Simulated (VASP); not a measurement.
Runs of VASP 6.6.1 on LiH (HLi). The cell holds a molecule in a box, 2 atoms: a = 9.000 Å, b = 9.000 Å, c = 11.000 Å, α = 90.00°, β = 90.00°, γ = 90.00°. 

```csv
level,potentials or basis,cutoff (eV),grid for exact exchange (PRECFOCK),exchange at q = 0,gap on the mesh (eV),largest force (eV/Å)
B3LYP+TS,"VASP PAW PBE potentials, release 64 (Li_sv, H)",520,Fast,truncated,(b),0.01
SCAN+D3(BJ),"VASP PAW PBE potentials, release 64 (Li_sv, H)",520,-,-,3.62,0.09
revPBE+D3(BJ),"VASP PAW PBE potentials, release 64 (Li_sv, H)",520,-,-,2.70,(a)
PBE0+TS,"VASP PAW PBE potentials, release 64 (Li_sv, H_h)",900,Fast,truncated,4.34,(c)
```

Alike in all rows: task single point; no spin polarisation; cell as given; k mesh 1 × 1 × 1; smearing gaussian 0.01 eV.

Q: Fill in the values left out.

A: (a) 0.15; (b) 3.97; (c) 0.05.

Caveats: the PAW data sets were made with another functional, which shifts forces and pressure a little.

Runs at the PBE level aren't shown here.
